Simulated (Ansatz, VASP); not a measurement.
# Mo2CSO (Mo2COS MXene monolayer): VASP beside Ansatz

Wanted: the spread between two codes on one cell, functional and k mesh. Of the first pair: The structure shown is the start of the Ansatz relaxation below; VASP solves that cell, so the two are compared at the walk's first step.

Program: Ansatz 0.2.0. Level of theory: plane waves, with VASP 6.6.1 beside it; single point at RPBE with D3(BJ). Results are calculated unless marked as measured.

**1. Starting point**

The cell holds 5 atoms: 1 S, 2 Mo, 1 C and 1 O. Cell: a = 3.025 Å, b = 3.025 Å, c = 34.103 Å, α = 90.0°, β = 90.0°, γ = 120.0°. Vacuum lies along c. The height across the vacuum is the one that the program set for its solve, not the one typed.

**2. Ansatz: relaxation, RPBE with D3(BJ)**

Ansatz runs on its default PAW (the set named soft_2) files.

The two programs are compared at the cell with which this relaxation starts, whose forces are those of its first step.

File input.yaml:

```yaml
crystal:
  lattice:
    - [3.024736, 0.0, 0.0]
    - [-1.512368, 2.6194982157, 0.0]
    - [0.0, 0.0, 23.1513579428]
  atoms:
    - { symbol: S, position: [0.3333333333, 0.6666666667, 0.3887460953] }
    - { symbol: Mo, position: [0.6666666667, 0.3333333333, 0.4621049905] }
    - { symbol: C, position: [0.0, 0.0, 0.5136561887] }
    - { symbol: Mo, position: [0.3333333333, 0.6666666667, 0.5652073868] }
    - { symbol: O, position: [0.6666666667, 0.3333333333, 0.6112539047] }
  periodic: [true, true, false]
kpoints:
  mp_grid: { grid: [12, 12, 1] }
hamiltonian:
  xc: rpbe
  dispersion: d3bj
scf:
  occupations: { method: fermi_dirac, width: 0.05 }
  convergence: { dr2_threshold: 1.0e-09 }
relax:
  f_tol: 0.004
  max_steps: 90
  cell: {}
output:
  write_potential: true
  write_density: true
  volumetric_format: npy
```

Command:

```
ansatz run input.yaml --threads 2 --pin off --max-ram 3072MiB --backend cpu --events-out ev --progress --plain --runs-dir out
```

Numbers of over 12 decimals in the logs are rounded to 6 here.

The log of the run:

```text
Warning: crystal.periodic: the lattice vector that does not repeat stood 0.000° off the slab's normal, 23.151 Å along it as the deck builds it. The run solves the slab on a vector along the normal, 34.103 Å long, with every atom where it was (on the deck's vector they left 18.00 Å outside them, and the widest stretch free of ions among them is 1.70 Å). A fractional position that the run reports is one of the run's ce [...]
Warning: relax.cell: scf.convergence.dr2_threshold = 1e-9 eV is looser than the 2.17804519824e-10 eV advised for a relaxation that steers and ends on the stress (1e-10 eV for each atom of the cell: 5, times the square of relax.cell.stress_2d_tol = 0.05 N/m over 15.2 Å (the atoms' height at the walk's start and 5 Å past either face), 3.300e-2 GPa, over a crystal's default 0.05). What an SCF threshold leaves in a stress goes as its square root, and in the free energy as the threshold itself, and one threshold admits the most on a small cell: [figures from the program's tests cut] Set scf.convergence.dr2_threshold to 2.17804519824e-10 eV or tighter. [rest of the remark cut]
crystal.periodic: the lattice vector that does not repeat stood 0.000° off the slab's normal, 23.151 Å along it as the deck builds it. The run solves the slab on a vector along the normal, 34.103 Å long, with every atom where it was (on the deck's vector they left 18.00 Å outside them, and the widest stretch free of ions among them is 1.70 Å). A fractional position that the run reports is one of the run's cell, which [...]
Engine: ansatz 0.2.0, aarch64-unknown-linux-gnu
Pseudopotentials: kind: paw
Pseudopotential: S, paw, valence charge 6, recommended cutoff 420 eV (normal), S.paw.azcp
Pseudopotential: Mo, paw, valence charge 14, recommended cutoff 420 eV (normal), Mo.paw.azcp
Pseudopotential: C, paw, valence charge 4, recommended cutoff 420 eV (normal), C.paw.azcp
Pseudopotential: O, paw, valence charge 6, recommended cutoff 420 eV (normal), O.paw.azcp
Functional definition: RPBE
  parameter kappa = 0.804
  parameter beta = 0.066725
  exchange = rpbe_x(kappa = kappa, mu = beta*pi^2/3)
  correlation = pbe_c(beta = beta)
[...]
SCF iter   9: F=-11662.600279 eV  HF=-11662.600279 eV  |F-HF|=2.93e-10  |Δ(HF+E_count)|=   6.57e-9  Δρ=2.62e-7  dr2=1.75e-10  ethr=2.27e-12  ⟨swp⟩=14.1  Hψ=5059  notcnv=0
SCF 5 converged in 9 iterations: F = -11662.600279 eV  dr2 = 1.75e-10
relax step   5: F+E_penalty+E_count = -11662.60027899 eV  Δ(F+E_penalty+E_count) = -1.024e-3 eV  max|allowed force component| = 2.912e-2 eV/Å  Δτ_max = 0.0092 Å  P = +0.073 N/m  Ω = 270.059 Å³  energy of the carried Pulay correction = +5.711e-5 eV  fix = [c, alpha, beta]  reactions: c +0.000 N/m  (9 SCF iters, accepted)
[...]
relax step   6: F+E_penalty+E_count = -11662.60027560 eV  Δ(F+E_penalty+E_count) = +3.383e-6 eV  max|allowed force component| = 5.299e-3 eV/Å  Δτ_max = 0.0008 Å  P = +0.025 N/m  Ω = 270.125 Å³  energy of the carried Pulay correction = +3.138e-5 eV  fix = [c, alpha, beta]  reactions: c +0.000 N/m  (7 SCF iters, accepted)
[...]
relax step   7: F+E_penalty+E_count = -11662.60025890 eV  Δ(F+E_penalty+E_count) = +1.670e-5 eV  max|allowed force component| = 1.817e-3 eV/Å  Δτ_max = 0.0003 Å  P = -0.000 N/m  Ω = 270.173 Å³  energy of the carried Pulay correction = +1.287e-5 eV  fix = [c, alpha, beta]  reactions: c -0.000 N/m  (5 SCF iters, accepted)
[...]
relax step   8: F+E_penalty+E_count = -11662.60025553 eV  Δ(F+E_penalty+E_count) = +3.367e-6 eV  max|allowed force component| = 1.816e-3 eV/Å  Δτ_max = 0.0000 Å  P = +0.003 N/m  Ω = 270.173 Å³  fix = [c, alpha, beta]  reactions: c +0.000 N/m  stress off target by 2.84e-3 N/m on what of the cell is left free  SCF on the basis re-selected at this cell (its energy is not comparable with the rows above)  (3 SCF iters)
basis re-selected at this cell: Δ(F+E_penalty+E_count) = +3.367e-6 eV, ΔP = +0.003 N/m vs the last step (what re-selecting the basis moved, of the pressure what is left beyond the Pulay correction that the steps carried, after the strain that the cell walked since its last selection, with what the two solves' SCF thresholds leave and, on support functions, any second-order correction that the steps lacked; it is no m [...]
SCF converged after 3 iterations
Free energy (F): -11662.600256 eV
Harris-Foulkes:  -11662.600256 eV  (|F-HF|=7.28e-12)
Internal energy: -11662.591929 eV  (E = F + TS)
E sigma→0 (E₀):  -11662.596092 eV
Entropy (-TS):   -0.008326 eV (-1.665 meV/atom)
Fermi energy:    -5.601452 eV
--- Per-component energies (eV) ---
  E_band       = -1124.202114
  E_kinetic    = 1266.015156
  E_local      = -148789.502692  (includes V_loc(G=0)·N_el)
  E_nonlocal   = 384.055034
  E_hartree    = 73526.055815
  E_xc         = -591.866794
  E_vxc        = -705.962914  (∫ρ·V_xc dr)
  E_paw        = -7278.428932  (= ΣΔE_a)
  E_vpaw       = -330.919790  (= ΣTr[D̂ρ^β])
  E_aug_tail   = 0.002455  (compensation charges beyond the density's cutoff)
  E_ewald      = 69830.884588
  E_disp       = -9.552110  (pairwise vdW)
  E_core_change = -0.254449  (= ΣΔE_core)
  E_smearing   = -0.008326  (= −TS)
  E_closure    = -0.000000  (closes the sum)
  Σ components = -11662.600256   (vs F -11662.600256, Δ=0.00e0)
--- Forces (eV/Å), atoms counted from 1 ---
  atom   1  S      0.00000000    -0.00000000     0.00085289
  atom   2  Mo     0.00000000     0.00000000    -0.00181667
  atom   3  C     -0.00000000    -0.00000000     0.00105762
  atom   4  Mo     0.00000000     0.00000000     0.00038359
  atom   5  O      0.00000000     0.00000000    -0.00048025
  max |Σ_I F_I| component: 2.82e-6 eV/Å
--- 2D stress c σ (N/m, compression-positive) ---
        0.002835       0.000000      -0.000000
        0.000000       0.002835      -0.000000
       -0.000000      -0.000000       0.000000
  P = ½ c Tr σ = 0.0028 N/m
--- Band table (eV; the first three rows and the last of 19) ---
  k-point 0: bands = ["-68.2167", "-67.7163", "-42.6474", "-42.0244", "-42.0244", "-41.7754", "-41.5876", "-41.5876", "-24.7413", "-20.7507", "-18.4930", "-14.0022", "-12.5781", "-12.5781", "-10.3549", "-9.8277", "-9.8277", "-8.7552", "-8.1662", "-8.1662", "-6.8952", "-6.4225", "-6.4225", "-5.3650", "-5.3650", "-3.9249", "-3.5032"]
  k-point 1: bands = ["-68.2110", "-67.7118", "-42.6343", "-42.0828", "-42.0365", "-41.7674", "-41.6262", "-41.5959", "-24.7019", "-20.6320", "-18.5072", "-13.8462", "-12.6349", "-12.4891", "-10.3351", "-10.1433", "-9.8357", "-8.7398", "-8.3247", "-8.2892", "-7.2735", "-6.3287", "-6.1377", "-5.2905", "-5.2003", "-3.8174", "-3.5717"]
  k-point 2: bands = ["-68.1955", "-67.6995", "-42.6005", "-42.2260", "-42.0693", "-41.7780", "-41.7103", "-41.6184", "-24.6058", "-20.2941", "-18.5410", "-13.4324", "-12.6692", "-12.2724", "-11.0120", "-10.0312", "-9.9329", "-9.4166", "-8.3140", "-8.3072", "-7.7956", "-6.3162", "-5.8612", "-5.1466", "-4.6603", "-4.1207", "-3.5326"]
  k-point 18: bands = ["-68.1206", "-67.6407", "-42.5750", "-42.5376", "-42.4391", "-42.0065", "-41.8784", "-41.7693", "-24.2980", "-18.3619", "-18.3335", "-12.7463", "-12.5445", "-11.8458", "-11.6542", "-11.0654", "-10.3090", "-10.1495", "-9.9440", "-9.7356", "-6.3401", "-6.2408", "-5.7210", "-4.5015", "-3.9100", "-3.8734", "-1.2880"]
  the weakly bound empty levels are not read free of the cell's end (no_gap_told)
--- Relaxed structure (7 steps of the walk, 7 accepted, 1 SCFs on fresh bases) ---
  F+E_penalty+E_count = -11662.60025553 eV   max|allowed force component| = 1.816e-3 eV/Å   (the final SCF, on the basis selected at the relaxed cell)
  cell:  # Å, volume = 270.1727 Å³
    - [3.024551, 0.0, 0]
    - [-1.512276, 2.619338, 0]
    - [0, 0, 34.102716]
  atoms:
    - { symbol: S, position: [0.333333, 0.666667, 0.266731] }
    - { symbol: Mo, position: [0.666667, 0.333333, 0.315812] }
    - { symbol: C, position: [0, 0, 0.348162] }
    - { symbol: Mo, position: [0.333333, 0.666667, 0.380108] }
    - { symbol: O, position: [0.666667, 0.333333, 0.414178] }
```

**3. VASP: single point, RPBE with D3(BJ), start cell, pair 1**

The same cell, functional, mesh and smearing now go to VASP, with its own data sets.

Lines of VASP's logs that name or quote its potential files are left out, and so is its time.

File INCAR:

```
SYSTEM = Mo2CSO
PREC = Accurate
ENCUT = 520
EDIFF = 1E-06
NELM = 120
ISMEAR = -1
SIGMA = 0.05
LREAL = .FALSE.
ALGO = Normal
GGA = RP
IVDW = 12
NBANDS = 28
LASPH = .TRUE.
LORBIT = 11
LWAVE = .FALSE.
LCHARG = .FALSE.
ISIF = 2
LDIPOL = .TRUE.
IDIPOL = 3
DIPOL = 0.5 0.5 0.345
LVHAR = .TRUE.
GGA_COMPAT = .FALSE.
NELMDL = -8
KPAR = 2
```

File POSCAR:

```
Mo2CSO
1.0
    3.0247360000      0.0000000000      0.0000000000
   -1.5123680000      2.6194980000      0.0000000000
    0.0000000000      0.0000000000     34.1027160000
S Mo C O
1 2 1 1
Direct
    0.3333333333      0.6666666667      0.2639085990
    0.6666666666      0.3333333334      0.3137098523
    0.3333333333      0.6666666667      0.3837031338
    1.0000000000      0.0000000000      0.3487064784
    0.6666666666      0.3333333334      0.4149627848
```

File KPOINTS:

```
Automatic mesh
0
Gamma
12 12 1
0 0 0
```

Potentials, in the order of the species: S, Mo_sv, C and O (PBE family, release 64).

Command:

```
mpirun -np 2 vasp_std
```

The log of the run:

```text
[banner, memory and clock lines left out]
running    2 mpi-ranks, on    1 nodes
 distrk:  each k-point on    1 cores,    2 groups
 distr:  one band on    1 cores,    1 groups

 POSCAR found type information on POSCAR S MoC O
 POSCAR found :  4 types and       5 ions
|                                                                             |
|               ----> ADVICE to this user running VASP <----                  |
|                                                                             |
|     You enforced a specific xc type in the INCAR file but a different       |
|     [... a line on the potential file left out ...]
|     I HOPE YOU KNOW WHAT YOU ARE DOING!                                     |
|                                                                             |

 LDA part: xc-table for (Slater+PW92), standard interpolation
 POSCAR, INCAR and KPOINTS ok, starting setup
 FFT: planning ... GRIDC
 FFT: planning ... GRID_SOFT
 FFT: planning ... GRID
 WAVECAR not read
 entering main loop
       N       E                     dE             d eps       ncg     rms          rms(c)
DAV:   1     0.402793889419E+03    0.40279E+03   -0.23999E+04  1392   0.128E+03
DAV:   2    -0.140503937643E+02   -0.41684E+03   -0.40972E+03  1344   0.333E+02
DAV:   3    -0.468187374829E+02   -0.32768E+02   -0.31815E+02  1260   0.884E+01
DAV:   4    -0.479603511744E+02   -0.11416E+01   -0.11188E+01  1388   0.153E+01
DAV:   5    -0.479898889026E+02   -0.29538E-01   -0.29233E-01  1336   0.209E+00
DAV:   6    -0.479906740095E+02   -0.78511E-03   -0.78441E-03  1412   0.352E-01
DAV:   7    -0.479907050260E+02   -0.31016E-04   -0.31015E-04  1320   0.632E-02
DAV:   8    -0.479907065888E+02   -0.15628E-05   -0.15629E-05  1220   0.140E-02    0.475E+01
DAV:   9    -0.417986815838E+02    0.61920E+01   -0.53417E+01  1124   0.442E+01    0.140E+01
DAV:  10    -0.465313683669E+02   -0.47327E+01   -0.48956E+01  1232   0.372E+01    0.147E+01
DAV:  11    -0.425324666683E+02    0.39989E+01   -0.38282E+01  1360   0.331E+01    0.119E+01
DAV:  12    -0.408635088609E+02    0.16690E+01   -0.19418E+01  1360   0.185E+01    0.376E+00
DAV:  13    -0.406391651929E+02    0.22434E+00   -0.10852E+00  1184   0.679E+00    0.203E+00
DAV:  14    -0.406106507165E+02    0.28514E-01   -0.14748E-01  1312   0.226E+00    0.156E+00
[...]
DAV:  24    -0.405836029109E+02   -0.13613E-03   -0.10598E-05  1116   0.158E-02    0.827E-03
DAV:  25    -0.405836278251E+02   -0.24914E-04   -0.50464E-06  1012   0.112E-02    0.600E-03
DAV:  26    -0.405836528581E+02   -0.25033E-04   -0.26078E-06   884   0.931E-03    0.228E-03
DAV:  27    -0.405836627511E+02   -0.98929E-05   -0.48116E-07   712   0.371E-03    0.134E-03
DAV:  28    -0.405836735990E+02   -0.10848E-04   -0.25054E-07   684   0.188E-03    0.131E-03
DAV:  29    -0.405836767942E+02   -0.31952E-05   -0.81745E-08   624   0.124E-03    0.937E-04
DAV:  30    -0.405836789528E+02   -0.21586E-05   -0.56060E-08   600   0.905E-04    0.532E-04
DAV:  31    -0.405836794687E+02   -0.51589E-06   -0.24075E-08   556   0.638E-04
   1 F= -.49769450E+02 E0= -.49752414E+02  d E =-.340719E-01
```

Parts of OUTCAR (step 3):

```text
ion  position               nearest neighbor table
   1  0.333  0.667  0.264-   2 2.44   2 2.44   2 2.44
   2  0.667  0.333  0.314-   4 2.12   4 2.12   4 2.12   1 2.44   1 2.44   1 2.44   3 2.96   3 2.96
                             3 2.96
   3  0.333  0.667  0.384-   5 2.05   5 2.05   5 2.05   4 2.12   4 2.12   4 2.12   2 2.96   2 2.96
                             2 2.96
   4  0.000  0.000  0.349-   2 2.12   2 2.12   2 2.12   3 2.12   3 2.12   3 2.12
   5  0.667  0.333  0.415-   3 2.05   3 2.05   3 2.05

  LATTYP: Found a hexagonal cell.
 ALAT       =     3.0247360000
 C/A-ratio  =    11.2746090899

 Subroutine GETGRP returns: Found  6 space group operations
 (whereof  6 operations were pure point group operations)

The static configuration has the point symmetry C_3v.

 Found     19 irreducible k-points:

   k-points           NKPTS =     19   k-points in BZ     NKDIM =     19   number of bands    NBANDS=     28

   dimension x,y,z NGX =    24 NGY =   24 NGZ =  256
   dimension x,y,z NGXF=    48 NGYF=   48 NGZF=  512

   ENCUT  =  520.0 eV  38.22 Ry    6.18 a.u.   5.62  5.62 63.41*2*pi/ulx,y,z

   NELECT =      44.0000    total number of electrons

 k-points in reciprocal lattice and weights: Automatic mesh
   0.00000000  0.00000000  0.00000000       0.007
   0.08333333 -0.00000000  0.00000000       0.042
   0.16666667  0.00000000  0.00000000       0.042
   0.25000000 -0.00000000  0.00000000       0.042
   0.33333333  0.00000000  0.00000000       0.042
   0.41666667  0.00000000  0.00000000       0.042
   0.50000000 -0.00000000  0.00000000       0.021
   0.08333333  0.08333333  0.00000000       0.042
   0.16666667  0.08333333  0.00000000       0.083
[...]
0.33333333  0.25000000  0.00000000       0.083
   0.33333333  0.33333333  0.00000000       0.014

 dipolmoment           0.000000      0.000000      0.027213 electrons x Angstroem

 average (electrostatic) potential at core
       1 -94.0191       2 -84.5419       3 -85.1411       4 -57.7027       5 -78.4844

 E-fermi :  -1.7804

 k-point     1 :       0.0000    0.0000    0.0000
  band No.  band energies     occupation
    ...
     21      -3.0986      2.00000
     22      -2.4422      2.00000
     23      -2.4422      2.00000
     24      -1.8047      1.23808
     25      -1.8047      1.23808
     26      -0.1754      0.00000
     27       0.3567      0.00000
     28       0.3567      0.00000

 k-point     2 :       0.0833   -0.0000    0.0000
  band No.  band energies     occupation
    ...
     19      -4.1837      2.00000
     20      -3.9750      2.00000
     21      -3.3463      2.00000
     22      -2.3133      1.99995
     23      -2.1638      1.99907
     24      -1.7171      0.43986
     25      -1.6128      0.06774
     26      -0.0288      0.00000
     27       0.1606      0.00000
     28       0.3667      0.00000

 k-point     3 :       0.1667    0.0000    0.0000
  band No.  band energies     occupation
    ...
     19      -4.4698      2.00000
     20      -4.1035      2.00000
     21      -3.7955      2.00000
     22      -2.3329      1.99997
     23      -1.9199      1.88425
     24      -1.5323      0.01390
     25      -0.9760      0.00000
     26      -0.2060      0.00000
     27       0.3534      0.00000
     28       0.6282      0.00000

 Edisp (eV)   -9.18577

  Total      -2.99733    -2.99733    -3.39284     0.00000    -0.00000     0.00000
  in kB     -17.77262   -17.77261   -20.11774     0.00000    -0.00000     0.00000
  external pressure =      -18.55 kB  Pullay stress =        0.00 kB

  energy-cutoff  :      520.00
  volume of cell :      270.21
      direct lattice vectors                 reciprocal lattice vectors
     3.024736000  0.000000000  0.000000000     0.330607365  0.190876267  0.000000000
    -1.512368000  2.619498000  0.000000000     0.000000000  0.381752534  0.000000000
     0.000000000  0.000000000 34.102716000     0.000000000  0.000000000  0.029323178

 POSITION                                       TOTAL-FORCE (eV/Angst)
 -----------------------------------------------------------------------------------
     -0.00000      1.74633      9.00000         0.000000      0.000000      0.608565
      1.51237      0.87317     10.69836         0.000000     -0.000000      0.893806
     -0.00000      1.74633     13.08532        -0.000000     -0.000000     -2.575486
      0.00000      0.00000     11.89184         0.000000     -0.000000     -0.059583
      1.51237      0.87317     14.15136        -0.000000      0.000000      1.132698
 -----------------------------------------------------------------------------------
    total drift:                                0.000001      0.000005      0.000338

  FREE ENERGIE OF THE ION-ELECTRON SYSTEM (eV)
  ---------------------------------------------------
  free  energy   TOTEN  =       -49.7694495895 eV

  energy  without entropy=      -49.7353777127  energy(sigma->0) =      -49.75241365

 vacuum level on the upper side and lower side of the slab         3.814         3.193

 total charge
# of ion       s       p       d       tot
------------------------------------------
    1        1.376   2.335   0.000   3.712
    2        2.304   6.261   4.038  12.603
    3        2.299   6.277   3.898  12.474
    4        0.900   1.592   0.000   2.492
    5        1.582   3.438   0.000   5.019
--------------------------------------------------
tot          8.461  19.903   7.936  36.300

[... 3 further parts left out ...]
```

This run has no spin polarisation, so a moment on Mo, if there is one, isn't seen. The PAW data sets were made with PBE, which is usual practice but a small mismatch for other functionals.

**4. Differences**

Known differences besides the potentials themselves: Ansatz cuts the interaction across the vacuum, VASP repeats the sheet with a dipole correction; the cutoff is 420 eV in Ansatz and 520 eV in VASP; Ansatz makes its cores anew for this functional, VASP keeps those of its PBE data sets. Total energies have different zeros and are not compared.

Forces (eV/Å; atoms numbered as in POSCAR):

```
atom        Ansatz x, y, z          VASP x, y, z
  S1   0.000, 0.000, 0.590   0.000, 0.000, 0.609
 Mo2   0.000, 0.000, 0.931   0.000, 0.000, 0.894
 Mo3  0.000, 0.000, -2.549  0.000, 0.000, -2.575
  C4  0.000, 0.000, -0.062  0.000, 0.000, -0.060
  O5   0.000, 0.000, 1.091   0.000, 0.000, 1.133
```

The forces differ by 17 meV/Å r.m.s., which is 2.2 % of the r.m.s. force of 0.778 eV/Å (both taken over all components). With vacuum in the cell, a pressure given here is an average over mostly empty space and none of the material.

[end of part 1 of 2]

[Lines on the potential files, build, host, timing and source positions are cut from VASP's logs without a mark.]

[Logs are printed without paths, hosts, clocks, repeated set-up lines and the standing remarks that a program may print on its own settings, such as how far it seeks lower states.]

[Hosts, paths, dates, database ids (printed as entryN), source tags and the programs' standing remarks are cut or masked in the printed files.]
